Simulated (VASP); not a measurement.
All values below come from optB86b-vdW, VASP's PBE PAW potentials (set 64) (plane waves; VASP 6.6.1).

Input for VASP

File POSCAR:
```
Zn
1
    1.3255574579    -2.2959332869     0.0000000000
    1.3255574579     2.2959332869    -0.0000000000
   -0.0000000000    -0.0000000000     4.8217347762
Zn
2
Direct
  0.3333330000   0.6666670000   0.2500000000
  0.6666670000   0.3333330000   0.7500000000
```

**KPOINTS**
```
Automatic mesh
0
Gamma
14 14 7
0 0 0
```

**INCAR**
```
# general
SYSTEM    =  Zn
PREC      =  Accurate
ENCUT     =  520
LREAL     =  F
LASPH     =  T

# electronic loop
EDIFF     =  1E-6
NELM      =  100
ALGO      =  Normal
LMAXMIX   =  4

# smearing
ISMEAR    =  1
SIGMA     =  0.1

# functional
GGA       =  MK
LUSE_VDW  =  T
AGGAC     =  0.0
PARAM1    =  0.1234
PARAM2    =  1.0

# ions
IBRION    =  2
NSW       =  60
ISIF      =  3
EDIFFG    =  -0.01

# output
LWAVE     =  F
LCHARG    =  F
```

POTCAR, in this order: Zn (PBE.64 set). Program: vasp_std.

The resulting files:

File OSZICAR:
```
       N       E                     dE             d eps       ncg     rms          rms(c)
DAV:   1     0.103086411866E+03    0.10309E+03   -0.12963E+04  3112   0.240E+03
DAV:   2     0.644416770199E+01   -0.96642E+02   -0.95185E+02  3152   0.304E+02
DAV:   3     0.360576640490E+01   -0.28384E+01   -0.28319E+01  3872   0.640E+01
DAV:   4     0.359769115510E+01   -0.80752E-02   -0.80749E-02  3632   0.345E+00
DAV:   5     0.359767924643E+01   -0.11909E-04   -0.11909E-04  3824   0.111E-01    0.424E+00
DAV:   6     0.380911606583E+01    0.21144E+00   -0.10334E+00  3176   0.228E+01    0.309E+00
DAV:   7     0.381901047913E+01    0.98944E-02   -0.31878E-02  3904   0.331E+00    0.159E+00
DAV:   8     0.382355129081E+01    0.45408E-02   -0.21616E-03  3912   0.744E-01    0.476E-02
DAV:   9     0.382352000446E+01   -0.31286E-04   -0.28993E-04  4400   0.245E-01    0.344E-02
DAV:  10     0.382351296219E+01   -0.70423E-05   -0.25592E-05  3392   0.662E-02    0.359E-03
DAV:  11     0.382351323005E+01    0.26786E-06   -0.18059E-07  2336   0.788E-03
   1 F= 0.38235132E+01 E0= 0.38234369E+01  d E =0.382351E+01
```

File OUTCAR:
```
------------------------ aborting loop because EDIFF is reached ----------------------------------------
  FORCE on cell =-STRESS in cart. coord.  units (eV):
  Direction    XX          YY          ZZ          XY          YZ          ZX
  --------------------------------------------------------------------------------------
  Total        0.0116589      0.0116589     -0.0020783      0.0000000      0.0000000      0.0000000
  in kB        0.6364709      0.6364711     -0.1134566      0.0000000      0.0000000      0.0000000
  external PRESSURE =       0.3864951 kB  Pullay stress =       0.0000000 kB
  volume of cell :       29.35
      direct lattice vectors                 reciprocal lattice vectors
     1.325557458 -2.295933287  0.000000000     0.377199794 -0.217776363  0.000000000
     1.325557458  2.295933287  0.000000000     0.377199794  0.217776363  0.000000000
     0.000000000  0.000000000  4.821734776     0.000000000  0.000000000  0.207394236
 POSITION                                       TOTAL-FORCE (eV/Angst)
 -----------------------------------------------------------------------------------
      1.32556      0.76531      1.20543         0.000000      0.000000      0.000000
      1.32556     -0.76531      3.61630        -0.000000     -0.000000      0.000000
 -----------------------------------------------------------------------------------
    total drift:                                0.000013      0.000072      0.000004
  FREE ENERGIE OF THE ION-ELECTRON SYSTEM (eV)
  ---------------------------------------------------
  free  energy   TOTEN  =         3.8235132301 eV

  energy  without entropy=        3.8232843685  energy(sigma->0) =        3.82343694

 reached required accuracy - stopping structural energy minimisation
```
(Selected blocks of OUTCAR.)

The compound is Zn in the hcp structure. It was relaxed first. The start is the result of an earlier pass.
